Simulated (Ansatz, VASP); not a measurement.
**Si19O32 (amorphous SiO1.7): VASP beside Ansatz**

Wanted: the spread between two codes on one cell, functional and k mesh. Of the first pair: The structure shown is the start of the Ansatz relaxation below; VASP solves that cell, so the two are compared at the walk's first step.

Main program and level: Ansatz 0.2.0; plane waves, with VASP 6.6.1 beside it; single point at PBE.

## Step 1: The starting structure

The cell holds 153 atoms: 57 Si and 96 O. Cell: a = 13.312 Å, b = 13.312 Å, c = 13.312 Å, α = 90.0°, β = 90.0°, γ = 90.0°. It derives from Si57O97 (amorphous SiO1.7). As first built, before any earlier steps moved the atoms (in the runner's words): 154 atoms (57 Si, 97 O) placed at random at 2.22 g/cm^3, melted at 5000 K for 10 ps at fixed volume with the Tersoff Si-O potential (Munetoh et al., Comput. Mater. Sci. 39, 334 (2007)). Quenched from 5000 K to 100 K at 1000 K/ps and fixed volume, held 5 ps. Nearest the centre at fractional (0.977, 0.749, 0.799): Si10 at 1.63 Å, Si16 at 1.69 Å, O86 at 2.47 Å, O130 at 2.57 Å, O132 at 2.62 Å, O74 at 2.75 Å, O97 at 2.82 Å, O123 at 3.10 Å.

## Step 2: Ansatz: relaxation, PBE

Ansatz runs on its default PAW (the set named soft_2) files.

The two programs are compared at the cell with which this relaxation starts, whose forces are those of its first step.

The input, input.yaml:

```yaml
crystal:
  lattice:
    - [13.3125, 0.0, 0.0]
    - [0.0, 13.3125, 0.0]
    - [0.0, 0.0, 13.3125]
  atoms:
    - { symbol: Si, position: [0.17403, 0.11908, 0.98624] }
    - { symbol: Si, position: [0.655, 0.48559, 0.23086] }
[... 7 atom lines left out ...]
    - { symbol: Si, position: [0.85694, 0.73952, 0.77628] }
[... 5 atom lines left out ...]
    - { symbol: Si, position: [0.10321, 0.73673, 0.80192] }
[... 4 atom lines left out ...]
    - { symbol: Si, position: [0.15801, 0.53157, 0.04507] }
[... 4 atom lines left out ...]
    - { symbol: Si, position: [0.74213, 0.02756, 0.88265] }
[... 1 atom line left out ...]
    - { symbol: Si, position: [0.88709, 0.90452, 0.0993] }
    - { symbol: Si, position: [0.01022, 0.59822, 0.11527] }
[... 3 atom lines left out ...]
    - { symbol: Si, position: [0.68933, 0.54095, 0.9092] }
[... 1 atom line left out ...]
    - { symbol: Si, position: [0.14218, 0.74686, 0.04517] }
    - { symbol: Si, position: [0.73165, 0.90487, 0.67978] }
[... 2 atom lines left out ...]
    - { symbol: Si, position: [0.98049, 0.00144, 0.91154] }
[... 1 atom line left out ...]
    - { symbol: Si, position: [0.72828, 0.56988, 0.66426] }
[... 1 atom line left out ...]
    - { symbol: Si, position: [0.31888, 0.83138, 0.72939] }
[... 8 atom lines left out ...]
    - { symbol: Si, position: [0.04021, 0.0013, 0.69173] }
    - { symbol: Si, position: [0.066, 0.9406, 0.47052] }
    - { symbol: Si, position: [0.09109, 0.53438, 0.6643] }
[... 1 atom line left out ...]
    - { symbol: Si, position: [0.75369, 0.76212, 0.93682] }
[... 1 atom line left out ...]
    - { symbol: O, position: [0.70696, 0.96349, 0.78448] }
[... 2 atom lines left out ...]
    - { symbol: O, position: [0.06959, 0.45524, 0.75694] }
    - { symbol: O, position: [0.94497, 0.07094, 0.66249] }
    - { symbol: O, position: [0.67815, 0.55251, 0.78513] }
    - { symbol: O, position: [0.74311, 0.63947, 0.98996] }
[... 3 atom lines left out ...]
    - { symbol: O, position: [0.00303, 0.51372, 0.57952] }
[... 5 atom lines left out ...]
    - { symbol: O, position: [0.01779, 0.95154, 0.80421] }
[... 2 atom lines left out ...]
    - { symbol: O, position: [0.19717, 0.51291, 0.60447] }
[... 1 atom line left out ...]
    - { symbol: O, position: [0.13727, 0.07517, 0.70711] }
[... 1 atom line left out ...]
    - { symbol: O, position: [0.19911, 0.50091, 0.93303] }
[... 1 atom line left out ...]
    - { symbol: O, position: [0.77164, 0.97979, 0.59196] }
[... 1 atom line left out ...]
    - { symbol: O, position: [0.7726, 0.45449, 0.93774] }
    - { symbol: O, position: [0.10725, 0.64193, 0.72227] }
[... 10 atom lines left out ...]
    - { symbol: O, position: [0.82135, 0.6428, 0.7038] }
[... 6 atom lines left out ...]
    - { symbol: O, position: [0.21521, 0.64755, 0.0691] }
[... 8 atom lines left out ...]
    - { symbol: O, position: [0.0311, 0.72024, 0.09526] }
    - { symbol: O, position: [0.80749, 0.82571, 0.03228] }
[... 4 atom lines left out ...]
    - { symbol: O, position: [0.97094, 0.92936, 0.01124] }
[... 3 atom lines left out ...]
    - { symbol: O, position: [0.19978, 0.80983, 0.76906] }
[... 6 atom lines left out ...]
    - { symbol: O, position: [0.12415, 0.73748, 0.92348] }
[... 1 atom line left out ...]
    - { symbol: O, position: [0.82646, 0.83328, 0.70485] }
    - { symbol: O, position: [0.19414, 0.8479, 0.09232] }
[... 4 atom lines left out ...]
    - { symbol: O, position: [0.8636, 0.03843, 0.89517] }
[... 4 atom lines left out ...]
    - { symbol: O, position: [0.05464, 0.92441, 0.59765] }
[... 3 atom lines left out ...]
    - { symbol: O, position: [0.06417, 0.08683, 0.93902] }
[... 1 atom line left out ...]
    - { symbol: O, position: [0.6357, 0.78082, 0.89401] }
    - { symbol: O, position: [0.88758, 0.57488, 0.11598] }
[... 1 atom line left out ...]
    - { symbol: O, position: [0.30352, 0.55379, 0.76385] }
    - { symbol: O, position: [0.63298, 0.84667, 0.63532] }
kpoints:
  mp_grid: { grid: [1, 1, 1] }
hamiltonian:
  xc: pbe
scf:
  occupations: { method: fermi_dirac, width: 0.05 }
output:
  forces: true
  eigenvalues: true
relax:
  f_tol: 0.05
  max_steps: 90
```

Launch:

```bash
ansatz run input.yaml --threads 4 --pin off --max-ram 8192MiB --backend cpu --events-out ev --progress --plain --runs-dir out
```

Numbers of over 12 decimals in the logs are rounded to 6 here.

Output:

```text
Engine: ansatz 0.2.0, aarch64-unknown-linux-gnu
Pseudopotentials: kind: paw
Pseudopotential: Si, paw, valence charge 4, recommended cutoff 420 eV (normal), Si.paw.azcp
Pseudopotential: O, paw, valence charge 6, recommended cutoff 420 eV (normal), O.paw.azcp
Functional definition: PBE
  parameter kappa = 0.804
  parameter beta = 0.066725
  exchange = pbe_x(kappa = kappa, mu = beta*pi^2/3)
  correlation = pbe_c(beta = beta)
Crystal: 153 atoms, lattice volume = 2359.277 Å³
Basis set: ecut = 420 eV, 46297 PW (Γ), exchange–correlation on 180×180×180 points (8 copies of the dense FFT grid, shifted against one another)
Bands: 555, of which v1, the nominal top of the filled ones, is band 402 counted from 1 (401 counted from 0)
Symmetry: 1 space group operations
Space group: P1 (ITA 1), of the structure as read, at distance tolerance 1.3e-4 Å
k-points: 1
Non-local potential: Si, projectors of the file, l = 0: 2, l = 1: 2, l = 2: 2
Non-local potential: O, projectors of the file, l = 0: 2, l = 1: 2, l = 2: 1
PAW form: soft (Blöchl's): semilocal exchange-correlation on the pseudo side does not see the compensation charge
PAW one-centre angular grid: Si, 110 points (default); XC on 64 Gauss nodes
PAW one-centre angular grid: O, 110 points (default); XC on 64 Gauss nodes
Initial density: superposition of atomic densities (neutral atoms: chi_scale 0, normalization atom), corrected by the library's trained network
Initial wavefunctions: pseudopotential atomic-orbital guess
Functional: x = pbe(κ = 0.804, μ = 0.219515), c = pbe(β = 0.066725)
SCF iter   1: F=—  HF=-90834.078200 eV  |F-HF|=—  |Δ(HF+E_count)|=         —  Δρ=4.72e-3  dr2=1.42e0  ethr=1.77e-3  ⟨swp⟩=6.0  Hψ=2656  notcnv=0  defer=79
preconditioner: auto → Resta (q_TF=auto, 2.280 Å⁻¹)  ε∞=3.1  [insulator: Δε(μ)=1.424 eV  Ē_g=14.968 eV  σ=0.050 eV  W_gap=1.00  n_scr=460 (ndim 8)  ℏωp=21.7 eV  f_vac=0.187  D(μ)=0.00/eV (n_scr^D=0)  ε∞_Penn≈3.1]
SCF iter   2: F=—  HF=-90833.768068 eV  |F-HF|=—  |Δ(HF+E_count)|=   3.10e-1  Δρ=2.57e-3  dr2=3.15e-1  ethr=1.76e-4  ⟨swp⟩=2.0  Hψ=666  notcnv=0  defer=146
SCF iter   3: F=—  HF=-90833.702423 eV  |F-HF|=—  |Δ(HF+E_count)|=   6.56e-2  Δρ=1.55e-3  dr2=7.26e-2  ethr=3.91e-5  ⟨swp⟩=2.0  Hψ=964  notcnv=0  defer=143
SCF iter   4: F=—  HF=-90833.689555 eV  |F-HF|=—  |Δ(HF+E_count)|=   1.29e-2  Δρ=5.73e-4  dr2=1.16e-2  ethr=9.03e-6  ⟨swp⟩=2.0  Hψ=736  notcnv=0  defer=143
SCF iter   5: F=—  HF=-90833.692450 eV  |F-HF|=—  |Δ(HF+E_count)|=   2.89e-3  Δρ=5.87e-4  dr2=1.46e-2  ethr=1.44e-6  ⟨swp⟩=3.0  Hψ=869  notcnv=0  defer=143
SCF iter   6: F=—  HF=-90833.689932 eV  |F-HF|=—  |Δ(HF+E_count)|=   2.52e-3  Δρ=1.21e-4  dr2=1.30e-3  ethr=1.44e-6  ⟨swp⟩=2.0  Hψ=720  notcnv=0  defer=143
SCF iter   7: F=—  HF=-90833.689873 eV  |F-HF|=—  |Δ(HF+E_count)|=   5.88e-5  Δρ=1.14e-4  dr2=4.19e-4  ethr=1.61e-7  ⟨swp⟩=2.0  Hψ=946  notcnv=0  defer=143
SCF iter   8: F=-90833.689813 eV  HF=-90833.689824 eV  |F-HF|=1.05e-5  |Δ(HF+E_count)|=   4.90e-5  Δρ=2.58e-5  dr2=2.77e-5  ethr=7.77e-9  ⟨swp⟩=14.0  Hψ=3527  notcnv=0
SCF 1 converged in 8 iterations: F = -90833.689813 eV  dr2 = 2.77e-5
  greatest PAW one-centre occupation: 0.876 electrons in one spin orbital (limit 2), on the O atom at site 86 (counted from 0), in its partial waves of l = 0
relax step   1: F+E_penalty+E_count = -90833.68981344 eV  Δ(F+E_penalty+E_count) = +0.000e0 eV  max|allowed force component| = 1.449e0 eV/Å  Δτ_max = 0.0000 Å  (8 SCF iters, dr2 threshold 6.25e-5 eV, accepted)
Initial density: handed on by an earlier stage of this run
Initial wavefunctions: those handed on with the density
iter 1 solved again at ethr=5.19e-5 eV; its pass at ethr=3.10e-3 eV (dr2=4.17e-1 eV) is discarded
SCF iter   1: F=—  HF=-90833.964860 eV  |F-HF|=—  |Δ(HF+E_count)|=         —  Δρ=5.39e-3  dr2=4.21e-1  ethr=5.19e-5  ⟨swp⟩=1.0  Hψ=1917  notcnv=0  defer=141
preconditioner: auto → LDOS  [insulator: Δε(μ)=0.280 eV  Ē_g=14.973 eV  σ=0.050 eV  W_gap=0.89  n_scr=460 (ndim 8)  ℏωp=21.7 eV  f_vac=0.188  D(μ)=4.31/eV (n_scr^D=6)  ε∞_Penn≈3.1  β→1.0]
SCF iter   2: F=—  HF=-90833.977070 eV  |F-HF|=—  |Δ(HF+E_count)|=   1.22e-2  Δρ=2.27e-3  dr2=1.86e-1  ethr=5.19e-5  ⟨swp⟩=4.0  Hψ=823  notcnv=0  defer=141
preconditioner: auto → Resta (q_TF=auto, 2.280 Å⁻¹)  ε∞=3.1  [insulator: Δε(μ)=0.389 eV  Ē_g=14.971 eV  σ=0.050 eV  W_gap=0.96  n_scr=460 (ndim 8)  ℏωp=21.7 eV  f_vac=0.188  D(μ)=1.58/eV (n_scr^D=0)  ε∞_Penn≈3.1  β→0.5]
SCF iter   3: F=—  HF=-90833.919319 eV  |F-HF|=—  |Δ(HF+E_count)|=   5.78e-2  Δρ=9.60e-4  dr2=1.40e-2  ethr=2.31e-5  ⟨swp⟩=2.0  Hψ=956  notcnv=0  defer=142
SCF iter   4: F=—  HF=-90833.921008 eV  |F-HF|=—  |Δ(HF+E_count)|=   1.69e-3  Δρ=4.68e-4  dr2=6.90e-3  ethr=1.75e-6  ⟨swp⟩=3.0  Hψ=729  notcnv=0  defer=142
SCF iter   5: F=—  HF=-90833.920536 eV  |F-HF|=—  |Δ(HF+E_count)|=   4.73e-4  Δρ=1.31e-4  dr2=1.03e-3  ethr=8.59e-7  ⟨swp⟩=2.0  Hψ=719  notcnv=0  defer=142
[...]
- { symbol: Si, position: [0.910430, 0.258884, 0.150916] }
    - { symbol: Si, position: [0.508026, 0.801702, 0.897180] }
    - { symbol: Si, position: [0.241060, 0.192180, 0.479953] }
    - { symbol: Si, position: [0.505440, 0.226157, 0.971838] }
    - { symbol: Si, position: [0.562246, 0.992289, 0.011485] }
    - { symbol: Si, position: [0.040369, -6.828648409765658e-5, 0.695879] }
    - { symbol: Si, position: [0.063577, 0.940098, 0.474255] }
    - { symbol: Si, position: [0.081976, 0.539597, 0.662533] }
    - { symbol: Si, position: [0.298160, 0.485956, 0.860785] }
    - { symbol: Si, position: [0.756323, 0.764890, 0.938731] }
    - { symbol: Si, position: [0.961607, 0.400719, 0.534054] }
    - { symbol: O, position: [0.711424, 0.959279, 0.787305] }
    - { symbol: O, position: [0.969095, 0.328703, 0.638060] }
    - { symbol: O, position: [0.500236, 0.068762, 0.272101] }
    - { symbol: O, position: [0.067985, 0.456412, 0.753076] }
    - { symbol: O, position: [0.946680, 0.070999, 0.666032] }
    - { symbol: O, position: [0.680710, 0.554883, 0.784049] }
    - { symbol: O, position: [0.742229, 0.639321, 0.992219] }
    - { symbol: O, position: [0.425499, 0.575951, 0.105990] }
    - { symbol: O, position: [0.273930, 0.544877, 0.240817] }
    - { symbol: O, position: [0.807424, 0.211048, 0.222566] }
    - { symbol: O, position: [-0.00534861, 0.514717, 0.578477] }
    - { symbol: O, position: [0.349358, 0.955866, 0.182689] }
    - { symbol: O, position: [0.770353, 0.467469, 0.613134] }
    - { symbol: O, position: [0.063304, 0.567603, 0.220785] }
    - { symbol: O, position: [0.928155, 0.347303, 0.845409] }
    - { symbol: O, position: [0.699047, 0.136685, 0.872649] }
    - { symbol: O, position: [0.017686, 0.948614, 0.808327] }
    - { symbol: O, position: [0.453477, 0.822223, 0.550603] }
    - { symbol: O, position: [0.700741, 0.299041, 0.580275] }
    - { symbol: O, position: [0.186903, 0.530050, 0.599245] }
    - { symbol: O, position: [0.149819, 0.029454, 0.194730] }
    - { symbol: O, position: [0.137164, 0.073367, 0.712288] }
    - { symbol: O, position: [0.396540, 0.522342, 0.921137] }
    - { symbol: O, position: [0.196823, 0.501434, 0.928793] }
[...]
- { symbol: O, position: [0.117796, 0.214613, 0.283927] }
    - { symbol: O, position: [0.064963, 0.087713, 0.941059] }
    - { symbol: O, position: [0.543104, 0.948818, 0.123685] }
    - { symbol: O, position: [0.635991, 0.780783, 0.897459] }
    - { symbol: O, position: [0.886395, 0.574009, 0.116183] }
    - { symbol: O, position: [0.258159, 0.787199, 0.487886] }
    - { symbol: O, position: [0.300123, 0.551310, 0.757104] }
    - { symbol: O, position: [0.642234, 0.843452, 0.634959] }
```

The column dr2 measures how far the density is from self-consistency, as an energy; F and HF (Harris–Foulkes) agree once it is small.

## Step 3: VASP: single point, PBE, start cell, pair 1

The same cell, functional, mesh and smearing now go to VASP, with its own data sets.

Lines of VASP's logs that name or quote its potential files are left out, and so is its time.

The input, INCAR:

```
SYSTEM = Si19O32
PREC = Accurate
ENCUT = 520
EDIFF = 1E-06
NELM = 120
ISMEAR = -1
SIGMA = 0.05
LREAL = Auto
ALGO = Normal
GGA = PE
NBANDS = 509
LORBIT = 11
LWAVE = .FALSE.
LCHARG = .FALSE.
ISIF = 2
LASPH = .TRUE.
GGA_COMPAT = .FALSE.
EFERMI = MIDGAP
```

The input, POSCAR:

```
Si19O32
1.0
   13.3125000000      0.0000000000      0.0000000000
    0.0000000000     13.3125000000      0.0000000000
    0.0000000000      0.0000000000     13.3125000000
Si O
57 96
Direct
    0.1740319249      0.1190835681      0.9862384977
    0.6550009390      0.4855887324      0.2308582160
[... 7 atom lines left out ...]
    0.8569389671      0.7395230047      0.7762779343
[... 5 atom lines left out ...]
    0.1032112676      0.7367286385      0.8019230047
[... 4 atom lines left out ...]
    0.1580093897      0.5315680751      0.0450704225
[... 4 atom lines left out ...]
    0.7421295775      0.0275605634      0.8826516432
[... 1 atom line left out ...]
    0.8870910798      0.9045183099      0.0992976526
    0.0102234742      0.5982197183      0.1152676056
[... 3 atom lines left out ...]
    0.6893295775      0.5409502347      0.9091981221
[... 1 atom line left out ...]
    0.1421821596      0.7468619718      0.0451680751
    0.7316507042      0.9048713615      0.6797821596
[... 2 atom lines left out ...]
    0.9804920188      0.0014422535      0.9115417840
[... 1 atom line left out ...]
    0.7282779343      0.5698779343      0.6642629108
[... 1 atom line left out ...]
    0.3188807512      0.8313765258      0.7293896714
[... 8 atom lines left out ...]
    0.0402103286      0.0012995305      0.6917333333
    0.0659981221      0.9405971831      0.4705201878
    0.0910873239      0.5343774648      0.6643004695
[... 1 atom line left out ...]
    0.7536901408      0.7621183099      0.9368187793
[... 1 atom line left out ...]
    0.7069596244      0.9634929577      0.7844807512
[... 2 atom lines left out ...]
    0.0695887324      0.4552413146      0.7569427230
    0.9449690141      0.0709408451      0.6624901408
    0.6781521127      0.5525107981      0.7851267606
    0.7431136150      0.6394666667      0.9899568075
[... 3 atom lines left out ...]
    0.0030272300      0.5137201878      0.5795230047
[... 5 atom lines left out ...]
    0.0177877934      0.9515417840      0.8042065728
[... 2 atom lines left out ...]
    0.1971680751      0.5129089202      0.6044694836
[... 1 atom line left out ...]
    0.1372694836      0.0751699531      0.7071098592
[... 1 atom line left out ...]
    0.1991136150      0.5009126761      0.9330328638
[... 1 atom line left out ...]
    0.7716431925      0.9797934272      0.5919624413
[... 1 atom line left out ...]
    0.7725971831      0.4544901408      0.9377427230
    0.1072525822      0.6419305164      0.7222685446
[... 10 atom lines left out ...]
    0.8213483568      0.6428018779      0.7037971831
[... 6 atom lines left out ...]
    0.2152112676      0.6475492958      0.0691004695
[... 8 atom lines left out ...]
    0.0310985915      0.7202403756      0.0952563380
    0.8074892019      0.8257126761      0.0322779343
[... 4 atom lines left out ...]
    0.9709370892      0.9293596244      0.0112375587
[... 3 atom lines left out ...]
    0.1997821596      0.8098328638      0.7690591549
[... 6 atom lines left out ...]
    0.1241464789      0.7374798122      0.9234779343
[... 1 atom line left out ...]
    0.8264563380      0.8332769953      0.7048488263
    0.1941408451      0.8479023474      0.0923192488
[... 4 atom lines left out ...]
    0.8636018779      0.0384300469      0.8951737089
[... 4 atom lines left out ...]
    0.0546403756      0.9244093897      0.5976488263
[... 3 atom lines left out ...]
    0.0641727700      0.0868281690      0.9390197183
[... 1 atom line left out ...]
    0.6357032864      0.7808225352      0.8940093897
    0.8875793427      0.5748807512      0.1159812207
[... 1 atom line left out ...]
    0.3035192488      0.5537877934      0.7638535211
    0.6329765258      0.8466704225      0.6353201878
```

The input, KPOINTS:

```
Automatic mesh
0
Gamma
1 1 1
0 0 0
```

PAW data sets: Si and O (PBE family, release 64).

Launch:

```bash
export OMP_NUM_THREADS=3
mpirun -np 1 vasp_gam
```

Output:

```text
[banner, memory and clock lines left out]
running    1 mpi-ranks, on    1 nodes
[...]
Offloading initialized ...    1 GPUs detected
[...]
LDA part: xc-table for (Slater+PW92), standard interpolation
 POSCAR, INCAR and KPOINTS ok, starting setup
[...]
entering main loop
       N       E                     dE             d eps       ncg     rms          rms(c)
DAV:   1     0.729091446685E+04    0.72909E+04   -0.46018E+05  1042   0.151E+03
DAV:   2    -0.577822861517E+03   -0.78687E+04   -0.76003E+04  1263   0.363E+02
DAV:   3    -0.128199321080E+04   -0.70417E+03   -0.69852E+03  1204   0.116E+02
DAV:   4    -0.129816097596E+04   -0.16168E+02   -0.16078E+02  1196   0.188E+01
[...]
DAV:  17    -0.114301548776E+04    0.82711E-05   -0.48611E-05  1268   0.211E-02    0.128E-02
DAV:  18    -0.114301548707E+04    0.69056E-06   -0.40916E-05  1212   0.134E-02    0.781E-03
DAV:  19    -0.114301548708E+04   -0.13424E-07   -0.50266E-06   980   0.398E-03
   1 F= -.11430155E+04 E0= -.11430065E+04  d E =-.179890E-01
```

From OUTCAR (step 3):

```text
  Total      -49.4062157      0.8747529    -69.1934846    -14.0500975    -20.4717063    -17.5578978
  in kB      -33.5516057      0.5940419    -46.9890778     -9.5413770    -13.9022714    -11.9235132
  external PRESSURE =     -26.6488805 kB  Pullay stress =       0.0000000 kB

  FREE ENERGIE OF THE ION-ELECTRON SYSTEM (eV)
  ---------------------------------------------------
  free  energy   TOTEN  =     -1143.0154870835 eV

  energy  without entropy=    -1142.9974981182  energy(sigma->0) =    -1143.00649260

[... 3 further parts left out ...]
[key lines of the parts left out:]
E-fermi :   3.7625
```

The run ends at a pressure of -2.66 GPa, with forces up to 1.7 eV/Å.

## Step 4: Side by side

Known differences besides the potentials themselves: the cutoff is 420 eV in Ansatz and 520 eV in VASP (PREC = Accurate, projectors in real space). Total energies have different zeros and are not compared.

Forces on 8 of the 153 atoms, those with the largest forces and the largest differences (eV/Å; atoms numbered as in POSCAR):

```
atom          Ansatz x, y, z            VASP x, y, z
Si10    1.449, -0.570, 0.361    1.500, -0.597, 0.402
Si13   -0.265, 0.092, -0.010    -0.360, 0.069, 0.046
Si16   -0.426, 0.734, -0.413   -0.453, 0.751, -0.422
Si44   -0.038, -0.047, 0.061   -0.089, -0.110, 0.109
 O87   0.240, -0.018, -0.068   0.400, -0.003, -0.144
 O97  -0.411, -0.185, -0.291  -0.415, -0.182, -0.284
O123    0.600, 0.022, -0.077    0.618, 0.027, -0.076
O149    -0.343, 0.050, 0.021    -0.378, 0.052, 0.015
```

The forces differ by 23 meV/Å r.m.s., which is 19.2 % of the r.m.s. force of 0.121 eV/Å (both taken over all components).

## Step 5: Ansatz: relaxation, PBE

This run makes the geometry at which the two programs are then compared.

The structure compared here is the end of the Ansatz relaxation.

input.yaml is that of step 2.

Launch:

```bash
ansatz run input.yaml --threads 4 --pin off --max-ram 8192MiB --backend cpu --events-out ev --progress --plain --runs-dir out
```

Output:

```text
[...]
Crystal: 153 atoms, lattice volume = 2359.277 Å³
Basis set: ecut = 420 eV, 46297 PW (Γ), exchange–correlation on 180×180×180 points (8 copies of the dense FFT grid, shifted against one another)
Bands: 555, of which v1, the nominal top of the filled ones, is band 402 counted from 1 (401 counted from 0)
Symmetry: 1 space group operations
[...]
k-points: 1
[...]
SCF iter   1: F=—  HF=-90834.078200 eV  |F-HF|=—  |Δ(HF+E_count)|=         —  Δρ=4.72e-3  dr2=1.42e0  ethr=1.77e-3  ⟨swp⟩=6.0  Hψ=2656  notcnv=0  defer=79
[...]
- { symbol: O, position: [0.969095, 0.328703, 0.638060] }
    - { symbol: O, position: [0.500236, 0.068762, 0.272101] }
    - { symbol: O, position: [0.067985, 0.456412, 0.753076] }
    - { symbol: O, position: [0.946680, 0.070999, 0.666032] }
    - { symbol: O, position: [0.680710, 0.554883, 0.784049] }
    - { symbol: O, position: [0.742229, 0.639321, 0.992219] }
    - { symbol: O, position: [0.425499, 0.575951, 0.105990] }
[...]
- { symbol: O, position: [0.886395, 0.574009, 0.116183] }
    - { symbol: O, position: [0.258159, 0.787199, 0.487886] }
    - { symbol: O, position: [0.300123, 0.551310, 0.757104] }
    - { symbol: O, position: [0.642234, 0.843452, 0.634959] }
```

(Part 1 of 2 ends here.)

[Lines on the potential files, build, host, timing and source positions are cut from VASP's logs without a mark.]

[Logs are printed without paths, hosts, clocks, repeated set-up lines and the standing remarks that a program may print on its own settings, such as how far it seeks lower states.]

[Hosts, paths, dates, database ids (printed as entryN), source tags and the programs' standing remarks are cut or masked in the printed files.]
